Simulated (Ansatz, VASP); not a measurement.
## Na2C: VASP beside Ansatz

Contents of INCAR:

```
  ALGO = Normal
  EDIFF = 1E-7
  ENCUT = 520
  GGA = PE
  ISIF = 2
  ISMEAR = 0
  LASPH = True
  LCHARG = True
  LELF = True
  LREAL = False
  LVHAR = True
  LWAVE = False
  NBANDS = 16
  NELM = 100
  PREC = Accurate
  SIGMA = 0.1
```

Contents of KPOINTS:

```
k-points
0
Gamma
  6 6 6
```

File POSCAR:

```
Na2C
1.0
    0.0000000000      2.3346827400      6.7479464300
    1.6121496200      0.0000000000      6.7479464300
    1.6121496200      2.3346827400      0.0000000000
Na C
2 1
Direct
    0.3314147900      0.3314147900      0.6685852100
    0.6685852100      0.6685852100      0.3314147900
    0.0000000000      0.0000000000      0.0000000000
```

Input for Ansatz:

```yaml
crystal:
  lattice:
    - [0.0, 2.33468274, 6.74794643]
    - [1.61214962, 0.0, 6.74794643]
    - [1.61214962, 2.33468274, 0.0]
  atoms:
    - { symbol: Na, position: [0.33141479, 0.33141479, 0.66858521] }
    - { symbol: Na, position: [0.66858521, 0.66858521, 0.33141479] }
    - { symbol: C, position: [0.0, 0.0, 0.0] }
basis:
  ecutwfc: 420
kpoints:
  mp_grid: { grid: [6, 6, 6] }
hamiltonian:
  xc: pbe
scf:
  occupations: { method: gaussian, width: 0.1 }
  lower_state_search: "off"
output:
  forces: true
  stress: true
  eigenvalues: true
```

Change from the starting cell: species swapped into the TiMo2 type (Fmmm, No. 69).

Alike in both runs: task single point; functional PBE; k mesh 6 × 6 × 6; occupations gaussian, width 0.1 eV; no spin polarisation.

|  | VASP | Ansatz |
| --- | --- | --- |
| version | VASP 6.6.1 | Ansatz 0.2.0 |
| potentials or method | VASP PAW PBE potentials, release 64 (Na_pv, C) | scalar-relativistic, plane waves, PAW |
| plane-wave cutoff (eV) | 520 | 420 |
| valence electrons in the cell | 18 | 22 |

VASP gave:

- gap on the k mesh at the Fermi level (eV): none
- pressure (GPa): 3.6
- largest component of the traceless stress (GPa): 4.37
- rms of the force components (eV/Å): 1.082

Task: Estimate Ansatz's values.

Result: gap on the k mesh at the Fermi level (eV): none; pressure (GPa): 3.6; largest component of the traceless stress (GPa): 4.39; rms of the force components (eV/Å): 1.081.

Atom by atom the forces differ by 0.001 eV/Å (rms over components). A gap of «none» marks a metal or a gap that the smearing closes. With one functional, cell and mesh, what is left measures potentials, basis and numerics. The two sets of potentials don't hold the same shells in valence.

Caveats: the k mesh is coarse (spacing up to 0.40 Å⁻¹), so the values aren't converged; forces of over 1 eV/Å show positions far from the minimum, so gaps and moduli don't describe the material at rest.
